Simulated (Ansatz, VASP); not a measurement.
# Cross-check of Y11Al5Si14O52 (amorphous 64SiO2-25Y2O3-11Al2O3 (mol %)) between VASP and Ansatz, part 2 of 2

Aim: how closely do two programs agree when they are given the same cell, functional and k mesh? The cell is taken from a series of runs on this material, whose earlier steps may have relaxed, scaled, displaced or heated it; both programs get it as it stands.

VASP 6.6.1 and Ansatz 0.2.0.

So far. Step 2 (VASP: single point, revPBE): The run ends at a pressure of 3.24 GPa, with forces up to 3.3 eV/Å.

## (3) Ansatz: single point, revPBE

Level of this step: Ansatz beside VASP: Kohn-Sham DFT, plane waves, revPBE (Ansatz).

Ansatz runs on its default PAW (the set named soft_2) files.

The same cell, functional and mesh now go to Ansatz, which takes its cutoff from its data sets.

input.yaml

```yaml
crystal:
  lattice:
    - [13.21606, 0.0, 0.0]
    - [0.0, 13.21606, 0.0]
    - [0.0, 0.0, 13.21606]
  atoms:
    - { symbol: Si, position: [0.06397, 0.24283, 0.89631] }
    - { symbol: Si, position: [0.54354, 0.03938, 0.05117] }
    - { symbol: Si, position: [0.66616, 0.947, 0.48146] }
    - { symbol: Si, position: [0.49175, 0.91454, 0.86301] }
    - { symbol: Si, position: [0.57244, 0.28959, 0.34828] }
    - { symbol: Si, position: [0.36976, 0.26, 0.9176] }
    - { symbol: Si, position: [0.05154, 0.62819, 0.82254] }
    - { symbol: Si, position: [0.24715, 0.60129, 0.93383] }
    - { symbol: Si, position: [0.68509, 0.3409, 0.15773] }
    - { symbol: Si, position: [0.75134, 0.63325, 0.37101] }
    - { symbol: Si, position: [0.30868, 0.83141, 0.54431] }
    - { symbol: Si, position: [0.18797, 0.13428, 0.7221] }
    - { symbol: Si, position: [0.71939, 0.48089, 0.8243] }
    - { symbol: Si, position: [0.38207, 0.18805, 0.58433] }
    - { symbol: Si, position: [0.15313, 0.6636, 0.48482] }
    - { symbol: Si, position: [0.85711, 0.37947, 0.55485] }
    - { symbol: Si, position: [0.42174, 0.13296, 0.24213] }
    - { symbol: Si, position: [0.4648, 0.67648, 0.86276] }
    - { symbol: Si, position: [0.36768, 0.43578, 0.05137] }
    - { symbol: Si, position: [0.02463, 0.51139, 0.62883] }
    - { symbol: Si, position: [0.39497, 0.7549, 0.19073] }
    - { symbol: Si, position: [0.98704, 0.05509, 0.61879] }
    - { symbol: Si, position: [0.93076, 0.88142, 0.24118] }
    - { symbol: Si, position: [0.86592, 0.19015, 0.16417] }
    - { symbol: Si, position: [0.30695, 0.93816, 0.32945] }
    - { symbol: Si, position: [0.85801, 0.28803, 0.77725] }
    - { symbol: Si, position: [0.84759, 0.51032, 0.1977] }
    - { symbol: Si, position: [0.70388, 0.85266, 0.79832] }
    - { symbol: "Y", position: [0.98126, 0.00151, 0.00348] }
    - { symbol: "Y", position: [0.93224, 0.84336, 0.77155] }
    - { symbol: "Y", position: [0.99165, 0.63498, 0.33168] }
    - { symbol: "Y", position: [0.04908, 0.73002, 0.07681] }
    - { symbol: "Y", position: [0.64626, 0.24737, 0.91206] }
    - { symbol: "Y", position: [0.04327, 0.06849, 0.3495] }
    - { symbol: "Y", position: [0.92197, 0.8269, 0.50358] }
    - { symbol: "Y", position: [0.82476, 0.67619, 0.98459] }
    - { symbol: "Y", position: [0.0376, 0.43356, 0.09324] }
    - { symbol: "Y", position: [0.53732, 0.74782, 0.45389] }
    - { symbol: "Y", position: [0.23491, 0.52482, 0.24556] }
    - { symbol: "Y", position: [0.22429, 0.3618, 0.71338] }
    - { symbol: "Y", position: [0.6513, 0.84757, 0.23807] }
    - { symbol: "Y", position: [0.2025, 0.21439, 0.09506] }
    - { symbol: "Y", position: [0.81725, 0.17114, 0.43204] }
    - { symbol: "Y", position: [0.76751, 0.93487, 0.04394] }
    - { symbol: "Y", position: [0.47439, 0.40351, 0.73217] }
    - { symbol: "Y", position: [0.17545, 0.87898, 0.7806] }
    - { symbol: "Y", position: [0.25356, 0.28289, 0.34867] }
    - { symbol: "Y", position: [0.00118, 0.31604, 0.31155] }
    - { symbol: "Y", position: [0.40656, 0.47553, 0.49739] }
    - { symbol: "Y", position: [0.49964, 0.52181, 0.26448] }
    - { symbol: Al, position: [0.60545, 0.6036, 0.66989] }
    - { symbol: Al, position: [0.59834, 0.49, 0.00567] }
    - { symbol: Al, position: [0.58838, 0.68748, 0.08283] }
    - { symbol: Al, position: [0.63706, 0.45406, 0.49787] }
    - { symbol: Al, position: [0.8124, 0.06395, 0.7913] }
    - { symbol: Al, position: [0.25619, 0.82482, 0.02143] }
    - { symbol: Al, position: [0.26379, 0.03514, 0.9328] }
    - { symbol: Al, position: [0.14558, 0.98763, 0.16416] }
    - { symbol: Al, position: [0.47457, 0.96489, 0.62509] }
    - { symbol: Al, position: [0.73678, 0.75309, 0.60829] }
    - { symbol: O, position: [0.08424, 0.40904, 0.64885] }
    - { symbol: O, position: [0.77136, 0.19865, 0.80572] }
    - { symbol: O, position: [0.53405, 0.6619, 0.9649] }
    - { symbol: O, position: [0.91394, 0.83151, 0.03145] }
    - { symbol: O, position: [0.38102, 0.03213, 0.3002] }
    - { symbol: O, position: [0.76483, 0.94469, 0.74303] }
    - { symbol: O, position: [0.32296, 0.20108, 0.21959] }
    - { symbol: O, position: [0.69815, 0.5298, 0.40588] }
    - { symbol: O, position: [0.15686, 0.56678, 0.85655] }
    - { symbol: O, position: [0.80688, 0.39518, 0.82139] }
    - { symbol: O, position: [0.07758, 0.7377, 0.77496] }
    - { symbol: O, position: [0.1522, 0.60103, 0.37751] }
    - { symbol: O, position: [0.98672, 0.93085, 0.62687] }
    - { symbol: O, position: [0.33478, 0.32049, 0.02417] }
    - { symbol: O, position: [0.99722, 0.56015, 0.7386] }
    - { symbol: O, position: [0.09964, 0.09583, 0.64913] }
    - { symbol: O, position: [0.7653, 0.4253, 0.19253] }
    - { symbol: O, position: [0.10851, 0.21966, 0.3931] }
    - { symbol: O, position: [0.98531, 0.64927, 0.92328] }
    - { symbol: O, position: [0.91006, 0.09105, 0.70693] }
    - { symbol: O, position: [0.85901, 0.75358, 0.64845] }
    - { symbol: O, position: [0.59243, 0.89814, 0.39206] }
    - { symbol: O, position: [0.83938, 0.01117, 0.90699] }
    - { symbol: O, position: [0.38271, 0.447, 0.16849] }
    - { symbol: O, position: [0.87458, 0.30904, 0.65838] }
    - { symbol: O, position: [0.3377, 0.45735, 0.64374] }
    - { symbol: O, position: [0.9499, 0.91677, 0.35841] }
    - { symbol: O, position: [0.812, 0.89622, 0.2148] }
    - { symbol: O, position: [0.34152, 0.34226, 0.83117] }
    - { symbol: O, position: [0.92455, 0.4824, 0.56448] }
    - { symbol: O, position: [0.71014, 0.54017, 0.93401] }
    - { symbol: O, position: [0.46936, 0.98447, 0.96329] }
    - { symbol: O, position: [0.10223, 0.58783, 0.56852] }
    - { symbol: O, position: [0.81059, 0.60494, 0.2622] }
    - { symbol: O, position: [0.10318, 0.32961, 0.97383] }
    - { symbol: O, position: [0.86766, 0.09341, 0.09611] }
    - { symbol: O, position: [0.27735, 0.51446, 0.01559] }
    - { symbol: O, position: [0.55386, 0.49249, 0.59996] }
    - { symbol: O, position: [0.49674, 0.20142, 0.31388] }
    - { symbol: O, position: [0.59448, 0.96884, 0.57525] }
    - { symbol: O, position: [0.00718, 0.95463, 0.17717] }
    - { symbol: O, position: [0.73811, 0.39733, 0.55465] }
    - { symbol: O, position: [0.94808, 0.47416, 0.26553] }
    - { symbol: O, position: [0.70098, 0.75184, 0.07787] }
    - { symbol: O, position: [0.89456, 0.32227, 0.45282] }
    - { symbol: O, position: [0.47019, 0.46029, 0.99065] }
    - { symbol: O, position: [0.43266, 0.83197, 0.56314] }
    - { symbol: O, position: [0.48388, 0.23758, 0.90591] }
    - { symbol: O, position: [0.22152, 0.04614, 0.79449] }
    - { symbol: O, position: [0.26828, 0.90198, 0.91982] }
    - { symbol: O, position: [0.95293, 0.08855, 0.50682] }
    - { symbol: O, position: [0.5964, 0.5589, 0.12474] }
    - { symbol: O, position: [0.40847, 0.07013, 0.58135] }
    - { symbol: O, position: [0.7131, 0.55706, 0.73356] }
    - { symbol: O, position: [0.65651, 0.78136, 0.71446] }
    - { symbol: O, position: [0.16164, 0.85679, 0.10674] }
    - { symbol: O, position: [0.64552, 0.66972, 0.5608] }
    - { symbol: O, position: [0.53833, 0.38732, 0.41878] }
    - { symbol: O, position: [0.59046, 0.35121, 0.23526] }
    - { symbol: O, position: [0.74799, 0.23648, 0.1635] }
    - { symbol: O, position: [0.65147, 0.36384, 0.04204] }
    - { symbol: O, position: [0.88804, 0.54137, 0.08871] }
    - { symbol: O, position: [0.30626, 0.43744, 0.37296] }
    - { symbol: O, position: [0.51892, 0.74485, 0.18484] }
    - { symbol: O, position: [0.61975, 0.89741, 0.87438] }
    - { symbol: O, position: [0.47878, 0.10216, 0.13576] }
    - { symbol: O, position: [0.36399, 0.7893, 0.08012] }
    - { symbol: O, position: [0.47202, 0.60288, 0.40872] }
    - { symbol: O, position: [0.66742, 0.71321, 0.3424] }
    - { symbol: O, position: [0.25851, 0.71881, 0.51426] }
    - { symbol: O, position: [0.47158, 0.96605, 0.75698] }
    - { symbol: O, position: [0.45487, 0.79803, 0.85266] }
    - { symbol: O, position: [0.22828, 0.03624, 0.06507] }
    - { symbol: O, position: [0.74177, 0.85193, 0.51624] }
    - { symbol: O, position: [0.30311, 0.161, 0.92936] }
    - { symbol: O, position: [0.0698, 0.14115, 0.96067] }
    - { symbol: O, position: [0.04184, 0.92803, 0.8659] }
    - { symbol: O, position: [0.95511, 0.26716, 0.84769] }
    - { symbol: O, position: [0.10036, 0.58372, 0.15141] }
    - { symbol: O, position: [0.60694, 0.95153, 0.11195] }
    - { symbol: O, position: [0.73239, 0.03437, 0.44078] }
    - { symbol: O, position: [0.67765, 0.25457, 0.38776] }
    - { symbol: O, position: [0.3538, 0.64542, 0.21767] }
    - { symbol: O, position: [0.35641, 0.83932, 0.27049] }
    - { symbol: O, position: [0.14796, 0.36468, 0.21307] }
    - { symbol: O, position: [0.1998, 0.70443, 0.98163] }
    - { symbol: O, position: [0.06365, 0.74409, 0.46125] }
    - { symbol: O, position: [0.27642, 0.19568, 0.66297] }
    - { symbol: O, position: [0.51536, 0.61743, 0.76775] }
    - { symbol: O, position: [0.25553, 0.87002, 0.64113] }
    - { symbol: O, position: [0.96985, 0.76491, 0.22969] }
    - { symbol: O, position: [0.84924, 0.67797, 0.43036] }
    - { symbol: O, position: [0.10342, 0.12442, 0.19531] }
    - { symbol: O, position: [0.34552, 0.23615, 0.48039] }
    - { symbol: O, position: [0.90118, 0.16938, 0.28298] }
    - { symbol: O, position: [0.19419, 0.96875, 0.29024] }
    - { symbol: O, position: [0.29694, 0.90294, 0.44494] }
    - { symbol: O, position: [0.13981, 0.22964, 0.79598] }
    - { symbol: O, position: [0.6167, 0.40905, 0.8261] }
    - { symbol: O, position: [0.46297, 0.26184, 0.63782] }
    - { symbol: O, position: [0.63064, 0.10252, 0.9957] }
    - { symbol: O, position: [0.35057, 0.63158, 0.87841] }
    - { symbol: O, position: [0.7885, 0.78764, 0.85877] }
    - { symbol: O, position: [0.93725, 0.2915, 0.13799] }
kpoints:
  mp_grid: { grid: [1, 1, 1] }
hamiltonian:
  xc: revpbe
scf:
  occupations: { method: fixed }
output:
  forces: true
```

On the command line:

```console
$ ansatz run input.yaml --threads 4 --pin off --max-ram 8192MiB --backend cpu --events-out ev --progress --plain --runs-dir out
```

Numbers of over 12 decimals in the logs are rounded to 6 here.

Log:

```text
Engine: ansatz 0.2.0, aarch64-unknown-linux-gnu
Pseudopotentials: kind: paw
Pseudopotential: Si, paw, valence charge 4, recommended cutoff 420 eV (normal), Si.paw.azcp
Pseudopotential: Y, paw, valence charge 11, recommended cutoff 420 eV (normal), Y.paw.azcp
Pseudopotential: Al, paw, valence charge 3, recommended cutoff 420 eV (normal), Al.paw.azcp
Pseudopotential: O, paw, valence charge 6, recommended cutoff 420 eV (normal), O.paw.azcp
Functional definition: revPBE
  parameter kappa = 1.245
  parameter beta = 0.066725
  exchange = pbe_x(kappa = kappa, mu = beta*pi^2/3)
  correlation = pbe_c(beta = beta)
Crystal: 164 atoms, lattice volume = 2308.373 Å³
Basis set: ecut = 420 eV, 45025 PW (Γ), exchange–correlation on 180×180×180 points (8 copies of the dense FFT grid, shifted against one another)
Bands: 668, of which v1, the nominal top of the filled ones, is band 504 counted from 1 (503 counted from 0)
Symmetry: 1 space group operations
Space group: P1 (ITA 1), of the structure as read, at distance tolerance 1.3e-4 Å
k-points: 1
Non-local potential: Si, projectors of the file, l = 0: 2, l = 1: 2, l = 2: 2
Non-local potential: Y, projectors of the file, l = 0: 3, l = 1: 2, l = 2: 2, l = 3: 1
Non-local potential: Al, projectors of the file, l = 0: 2, l = 1: 2, l = 2: 1
Non-local potential: O, projectors of the file, l = 0: 2, l = 1: 2, l = 2: 1
PAW form: soft (Blöchl's): semilocal exchange-correlation on the pseudo side does not see the compensation charge
PAW frozen core: Si, regenerated for the run's functional, and the local potential with it (the file was generated under x = pbe(κ = 0.804, μ = 0.219515), c = pbe(β = 0.066725))
PAW frozen core: Y, regenerated for the run's functional, and the local potential with it (the file was generated under x = pbe(κ = 0.804, μ = 0.219515), c = pbe(β = 0.066725))
PAW frozen core: Al, regenerated for the run's functional, and the local potential with it (the file was generated under x = pbe(κ = 0.804, μ = 0.219515), c = pbe(β = 0.066725))
PAW frozen core: O, regenerated for the run's functional, and the local potential with it (the file was generated under x = pbe(κ = 0.804, μ = 0.219515), c = pbe(β = 0.066725))
PAW one-centre angular grid: Si, 110 points (default); XC on 64 Gauss nodes
PAW one-centre angular grid: Y, 590 points (default); XC on 64 Gauss nodes
PAW one-centre angular grid: Al, 110 points (default); XC on 64 Gauss nodes
PAW one-centre angular grid: O, 110 points (default); XC on 64 Gauss nodes
Initial density: superposition of atomic densities (neutral atoms: chi_scale 0, normalization atom), corrected by the library's trained network
Initial wavefunctions: pseudopotential atomic-orbital guess
Functional: x = revpbe(κ = 1.245, μ = 0.219515), c = pbe(β = 0.066725)
SCF iter   1: F=—  HF=-167412.027471 eV  |F-HF|=—  |Δ(HF+E_count)|=         —  Δρ=3.86e-3  dr2=3.93e-1  ethr=1.77e-3  ⟨swp⟩=6.0  Hψ=2463  notcnv=0  defer=160
preconditioner: auto → Resta (q_TF=auto, 2.376 Å⁻¹)  ε∞=3.4  [insulator: Δε(μ)=3.911 eV  Ē_g=15.643 eV  n_scr=484 (ndim 8)  ℏωp=24.0 eV  f_vac=0.123  ε∞_Penn≈3.4]
SCF iter   2: F=—  HF=-167411.933559 eV  |F-HF|=—  |Δ(HF+E_count)|=   9.39e-2  Δρ=2.01e-3  dr2=6.43e-2  ethr=3.89e-5  ⟨swp⟩=2.0  Hψ=998  notcnv=0  defer=162
SCF iter   3: F=—  HF=-167411.942705 eV  |F-HF|=—  |Δ(HF+E_count)|=   9.15e-3  Δρ=9.18e-4  dr2=2.24e-2  ethr=6.38e-6  ⟨swp⟩=3.0  Hψ=836  notcnv=0  defer=158
automatic band count: iteration 3 solves 664 bands in place of 668: the levels show a gap, and the empty bands left out lie too high to hold charge; the band table lists the bands solved (type scf.n_extra_bands for more)
SCF iter   4: F=—  HF=-167411.948085 eV  |F-HF|=—  |Δ(HF+E_count)|=   5.38e-3  Δρ=4.07e-4  dr2=3.88e-3  ethr=2.22e-6  ⟨swp⟩=3.0  Hψ=837  notcnv=0  defer=158
SCF iter   5: F=—  HF=-167411.948354 eV  |F-HF|=—  |Δ(HF+E_count)|=   2.68e-4  Δρ=1.40e-4  dr2=4.84e-4  ethr=3.85e-7  ⟨swp⟩=2.0  Hψ=838  notcnv=0  defer=158
SCF iter   6: F=—  HF=-167411.949000 eV  |F-HF|=—  |Δ(HF+E_count)|=   6.47e-4  Δρ=6.96e-5  dr2=1.08e-4  ethr=4.80e-8  ⟨swp⟩=2.0  Hψ=850  notcnv=0  defer=158
SCF iter   7: F=—  HF=-167411.949069 eV  |F-HF|=—  |Δ(HF+E_count)|=   6.92e-5  Δρ=2.19e-5  dr2=1.22e-5  ethr=1.07e-8  ⟨swp⟩=2.0  Hψ=922  notcnv=0  defer=157
SCF iter   8: F=—  HF=-167411.949290 eV  |F-HF|=—  |Δ(HF+E_count)|=   2.20e-4  Δρ=1.26e-5  dr2=3.08e-6  ethr=1.21e-9  ⟨swp⟩=2.0  Hψ=1163  notcnv=0  defer=157
SCF iter   9: F=—  HF=-167411.949292 eV  |F-HF|=—  |Δ(HF+E_count)|=   2.62e-6  Δρ=6.11e-6  dr2=7.39e-7  ethr=3.05e-10  ⟨swp⟩=2.0  Hψ=922  notcnv=0  defer=157
SCF iter  10: F=-167411.949293 eV  HF=-167411.949293 eV  |F-HF|=7.88e-8  |Δ(HF+E_count)|=   4.95e-7  Δρ=1.65e-6  dr2=6.90e-8  ethr=9.92e-12  ⟨swp⟩=2.0  Hψ=2000  notcnv=0
[...]
Σ components = -167411.949293   (vs F -167411.949293, Δ=0.00e0)
--- Forces (eV/Å), atoms counted from 1 ---
  atom   1  Si     0.27668751    -0.53898660     0.14438389
  atom   2  Si     0.24736464    -0.46877312    -0.01604024
  atom   3  Si    -0.70081813    -1.32942992     0.54811372
  atom   4  Si     2.43509318    -0.77556349    -0.30762820
  atom   5  Si     1.06523770    -0.02673576    -1.03574014
  atom   6  Si    -0.59632600     1.08879037    -0.05163554
  atom   7  Si     1.07034342     0.55773497     0.17467537
  atom   8  Si     0.08825251     0.84942147     0.01947665
  atom   9  Si     1.34209509    -0.16120856     0.17828884
  atom  10  Si     0.96000797    -1.04944996    -0.13314582
  atom  11  Si     0.19161378    -0.62839345    -0.80627436
  atom  12  Si    -0.93955804     0.95227029     0.58105572
  atom  13  Si    -1.27328321    -0.84932639     0.17094203
  atom  14  Si     0.35197335    -0.28744595     0.53456953
  atom  15  Si    -1.09549030     0.21569296     0.11259233
  atom  16  Si     0.21976728     0.15105984     0.71836789
  atom  17  Si     0.25789044    -0.43560159    -0.42871498
  atom  18  Si     0.70112791     0.14401994     1.08992912
  atom  19  Si     1.46156020     0.87890317    -1.92701934
  atom  20  Si     1.14888953    -0.25913948     0.04765645
  atom  21  Si    -0.85939066     0.41794305    -0.75510309
  atom  22  Si    -0.71678850    -0.44176465     1.10786582
  atom  23  Si     0.30780486    -0.04315963     0.51291266
  atom  24  Si    -0.01212298     2.31838750    -0.43743132
[...]
atom 157  O     -0.33540233     0.68600709    -0.02144581
  atom 158  O      0.50995658     0.03423291    -0.84375073
  atom 159  O     -0.66590860    -0.87689327     0.45070400
  atom 160  O      0.71296831     1.37638556     0.99972697
  atom 161  O      0.74566589     1.05196020    -0.69191051
  atom 162  O      0.34831925    -0.09253092    -0.96935794
  atom 163  O      1.03973170    -0.65242543     1.31228586
  atom 164  O      0.64275616     0.17079161     0.45472810
  max |Σ_I F_I| component: 1.48e-4 eV/Å
```

## (4) Differences

Known differences besides the potentials themselves: fixed occupations in Ansatz, narrow Gaussian smearing in VASP; the cutoff is 420 eV in Ansatz and 520 eV in VASP (PREC = Accurate, projectors in real space); Ansatz makes its cores anew for this functional, VASP keeps those of its PBE data sets. Total energies have different zeros and are not compared.

Compared:

```tsv
quantity	Ansatz	VASP	difference
gap on the k mesh (eV)	3.876	3.866	+0.011
```

Forces on 10 of the 164 atoms, those with the largest forces and the largest differences (eV/Å; atoms numbered as in POSCAR):

```tsv
atom	Ansatz x, y, z	VASP x, y, z
Si4	2.435, -0.776, -0.308	2.422, -0.782, -0.283
Si5	1.065, -0.027, -1.036	1.003, -0.012, -1.064
Si19	1.462, 0.879, -1.927	1.416, 0.884, -1.942
Si20	1.149, -0.259, 0.048	1.122, -0.198, 0.036
Si24	-0.012, 2.318, -0.437	-0.046, 2.329, -0.414
O84	-0.317, 0.171, 2.514	-0.307, 0.182, 2.550
O108	3.219, -0.334, -0.398	3.267, -0.333, -0.400
O109	0.731, -1.514, 1.428	0.740, -1.537, 1.473
O141	1.528, 2.117, -0.813	1.547, 2.149, -0.819
O142	1.449, -0.879, 0.746	1.517, -0.906, 0.769
```

The forces differ by 19 meV/Å r.m.s., which is 2.6 % of the r.m.s. force of 0.727 eV/Å (both taken over all components). A gap on the mesh is an upper bound, since the band edges may lie between its points.

## (5) Results

```yaml
r_m_s_force_difference_single_point_revpbe: 2.6 % of the r.m.s. force
```

**Reading.** The r.m.s. force difference is 2.6 % of the r.m.s. force (single point, revPBE), within the 3 % picked in this series as the mark of a large difference. Such differences can come from data sets, numerical settings and the points named under the comparisons, not from the functional's error against experiment.

[Lines on the potential files, build, host, timing and source positions are cut from VASP's logs without a mark.]

[Logs are printed without paths, hosts, clocks, repeated set-up lines and the standing remarks that a program may print on its own settings, such as how far it seeks lower states.]

[Hosts, paths, dates, database ids (printed as entryN), source tags and the programs' standing remarks are cut or masked in the printed files.]
